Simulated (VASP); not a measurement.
Output of a VASP run:

### OSZICAR
```
       N       E                     dE             d eps       ncg     rms          rms(c)
DAV:   1     0.387609258218E+02    0.38761E+02   -0.90083E+03  1976   0.125E+03
DAV:   2    -0.817741651108E+01   -0.46938E+02   -0.45916E+02  2141   0.241E+02
DAV:   3    -0.997421072155E+01   -0.17968E+01   -0.16429E+01  2655   0.278E+01
DAV:   4    -0.100056064340E+02   -0.31396E-01   -0.31300E-01  2339   0.379E+00
DAV:   5    -0.100064065178E+02   -0.80008E-03   -0.79991E-03  2825   0.476E-01    0.241E+01
DAV:   6    -0.100053089648E+02    0.10976E-02   -0.23036E-02  2241   0.120E+00    0.144E+01
DAV:   7    -0.100138314917E+02   -0.85225E-02   -0.40331E-02  2156   0.158E+00    0.233E-01
DAV:   8    -0.100134077258E+02    0.42377E-03   -0.24715E-03  2321   0.381E-01    0.575E-02
DAV:   9    -0.100134045351E+02    0.31907E-05   -0.21824E-04  2680   0.110E-01    0.306E-02
DAV:  10    -0.100134007210E+02    0.38141E-05   -0.23705E-05  2351   0.359E-02    0.289E-02
DAV:  11    -0.100134010704E+02   -0.34945E-06   -0.32249E-06  2286   0.135E-02    0.117E-03
DAV:  12    -0.100134011268E+02   -0.56389E-07   -0.19464E-07  2045   0.337E-03
   1 F= -.10013401E+02 E0= -.10013667E+02  d E =-.100134E+02
       N       E                     dE             d eps       ncg     rms          rms(c)
DAV:   1    -0.100134568374E+02   -0.55767E-04   -0.19857E-03  2056   0.324E-01    0.276E-02
DAV:   2    -0.100134296370E+02    0.27200E-04   -0.33181E-05  2306   0.470E-02    0.174E-02
DAV:   3    -0.100134181576E+02    0.11479E-04   -0.16442E-05  2539   0.308E-02    0.832E-03
DAV:   4    -0.100134182076E+02   -0.50081E-07   -0.20793E-06  2588   0.103E-02    0.444E-03
DAV:   5    -0.100134181975E+02    0.10159E-07   -0.33593E-08  1198   0.151E-03
   2 F= -.10013418E+02 E0= -.10013657E+02  d E =-.170707E-04
```

File OUTCAR:
```
------------------------ aborting loop because EDIFF is reached ----------------------------------------
  FORCE on cell =-STRESS in cart. coord.  units (eV):
  Direction    XX          YY          ZZ          XY          YZ          ZX
  --------------------------------------------------------------------------------------
  Total        0.9252604      0.9252603      0.9457738     -0.0000000      0.0000000     -0.0000000
  in kB       25.4931248     25.4931213     26.0583185     -0.0000000      0.0000000     -0.0000000
  external PRESSURE =      25.6815215 kB  Pullay stress =       0.0000000 kB
  volume of cell :       58.15
      direct lattice vectors                 reciprocal lattice vectors
     1.744596777 -3.021730048 -0.000000000     0.286599177 -0.165468123  0.000000000
     1.744596777  3.021730048  0.000000000     0.286599177  0.165468123  0.000000000
    -0.000000000 -0.000000000  5.515320476     0.000000000 -0.000000000  0.181313127
 POSITION                                       TOTAL-FORCE (eV/Angst)
 -----------------------------------------------------------------------------------
      1.74460      1.00725      1.37883        -0.000000     -0.000000      0.000000
      1.74460     -1.00725      4.13649         0.000000      0.000000      0.000000
 -----------------------------------------------------------------------------------
    total drift:                                0.000002      0.000103     -0.000011
  FREE ENERGIE OF THE ION-ELECTRON SYSTEM (eV)
  ---------------------------------------------------
  free  energy   TOTEN  =       -10.0134181975 eV

  energy  without entropy=      -10.0141334692  energy(sigma->0) =      -10.01365662

 reached required accuracy - stopping structural energy minimisation
```
(Selected blocks of OUTCAR.)

### POSCAR
```
Gd
1
    1.7451193640    -3.0226352042     0.0000000000
    1.7451193640     3.0226352042     0.0000000000
    0.0000000000     0.0000000000     5.5120177605
Gd
2
Direct
  0.3333330000   0.6666670000   0.2500000000
  0.6666670000   0.3333330000   0.7500000000
```

**Question.** Write an INCAR and KPOINTS that could have produced this output.

**Answer.** One answer among several that fit: the input of the run itself, PBEsol GGA, plane waves, VASP's PBE PAW potentials (set 64).

**KPOINTS**
```
Automatic mesh
0
Gamma
12 12 7
0 0 0
```

### INCAR
```
! general
SYSTEM  = Gd
PREC    = Accurate
ENCUT   = 520
LREAL   = F   ! projection in real space or not
LASPH   = T   ! aspherical one-centre terms

! electronic loop
EDIFF   = 1E-7
NELM    = 100
ALGO    = Normal   ! blocked Davidson
LMAXMIX = 6

! smearing
ISMEAR  = 1   ! Methfessel-Paxton
SIGMA   = 0.1

! functional
GGA     = PS

! ions
IBRION  = 2   ! conjugate gradients
NSW     = 30   ! most ionic steps
ISIF    = 4
EDIFFG  = -0.01   ! ionic stop

! output
LWAVE   = F
LCHARG  = F
```

POTCAR, in this order: Gd_3 (PBE.64 set). Program: vasp_std.

The 4f electrons are frozen in the core of the lanthanide potential, so 4f levels, which can set the real gap, and their magnetism are missing.

The compound is Gd in the hcp structure. This cell is one point of a volume scan, at 0.94 of the reference volume. Symmetry was kept, so distortions that lower it aren't found.
